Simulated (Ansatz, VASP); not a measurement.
Given: the input of a run of VASP 6.6.1 on AlNi3Sb. Atoms were shifted at random by some hundredths of an Å from the given cell, which wasn't relaxed again for these runs. The cell comes from a database or a generator and needn't be the stable form of this composition.

File INCAR:

```
SYSTEM = AlNi3Sb
ALGO     = Normal         ! electronic algorithm
EDIFF    = 1E-7           ! SCF threshold, eV
ENCUT    = 520            ! plane-wave cutoff, eV
GGA      = PE             ! functional
ISIF     = 2              ! what is computed and relaxed
ISMEAR   = -1             ! smearing method
ISPIN    = 2              ! spin polarisation
LASPH    = .TRUE.         ! aspherical terms in the spheres
LCHARG   = .FALSE.        ! write CHGCAR
LMAXMIX  = 4              ! l up to which the mixer works
LORBIT   = 11             ! projections on sites
LREAL    = .FALSE.        ! projectors in reciprocal space
LWAVE    = .FALSE.        ! write WAVECAR
MAGMOM   = 0 1 1 1 0      ! initial moments
NBANDS   = 31             ! bands
NELM     = 100            ! most SCF steps
PREC     = Accurate       ! precision mode
SIGMA    = 0.05           ! smearing width, eV
```

The input KPOINTS:

```
k-points
0
G
  8 8 6
  0 0 0
```

POSCAR

```
AlNi3Sb
1.0
    4.1190127879      0.0000000000      0.0000000000
   -2.0595063940      3.5671697129      0.0000000000
    0.0000000000      0.0000000000      4.9384560000
Sb Ni Al
1 3 1
Direct
    0.3225130000      0.6502270000      0.4948910000
    0.6626680000      0.3264970000      0.4965450000
    0.0095550000      0.0035820000      0.2452600000
   -0.0053120000     -0.0013980000      0.7513680000
    0.6838700000      0.3373710000     -0.0071210000
```

Potentials or basis: VASP PAW PBE potentials, release 64 (Sb, Ni, Al).

Run with:

```console
$ cat potpaw_PBE.64/Sb/POTCAR potpaw_PBE.64/Ni/POTCAR potpaw_PBE.64/Al/POTCAR > POTCAR
$ mpirun -np 1 vasp_std > vasp.out
```

Q: What does the same run look like in Ansatz 0.2.0? Potentials or basis there: Ansatz PAW, cutoff 420 eV.

A: As run (cutoffs and basis follow the program's own potentials, and thresholds, step limits or extra output files can differ):

Contents of input.yaml:

```yaml
crystal:
  lattice:
    - [4.1190127879, 0.0, 0.0]
    - [-2.059506394, 3.5671697129, 0.0]
    - [0.0, 0.0, 4.938456]
  atoms:
    - { symbol: Sb, position: [0.322513, 0.650227, 0.494891] }
    - { symbol: Ni, position: [0.662668, 0.326497, 0.496545], spin: 1.0 }
    - { symbol: Ni, position: [0.009555, 0.003582, 0.24526], spin: 1.0 }
    - { symbol: Ni, position: [-0.005312, -0.001398, 0.751368], spin: 1.0 }
    - { symbol: Al, position: [0.68387, 0.337371, -0.007121] }
hamiltonian:
  xc: pbe
  pseudopotentials: { kind: paw }
magnetization:
  spin_polarized: true
kpoints:
  mp_grid: { grid: [8, 8, 6] }
scf:
  occupations: { method: fermi_dirac, width: 0.05 }
output:
  forces: true
  stress: true
  eigenvalues: true
  write_density: true
  write_potential: true
  elf: true
  volumetric_format: npy
```

Potentials or basis: Ansatz PAW.

Command:

```sh
$ ansatz run input.yaml --threads 2 --pin off --max-ram 5120MiB --backend cpu --events-out ev --progress --plain --runs-dir out
```

Both were run:

|  | VASP | Ansatz |
| --- | --- | --- |
| Pressure | 1.8 GPa | 1.9 GPa |
| Largest force | 0.759 eV/Å | 0.764 eV/Å |
| Net moment | 0.00 μB per cell | 0.00 μB per cell |

Ansatz's pressure holds a Pulay term of +0.07 GPa for its cutoff of 420 eV, which the other run lacks.

The potentials hold 38 and 72 valence electrons a cell.

Where Ansatz's input types no cutoff or centring, it takes its own default and a Γ-centred mesh.

The magnetic state is the one that the start led to; the real crystal's order can differ.

Pressure is positive in compression.
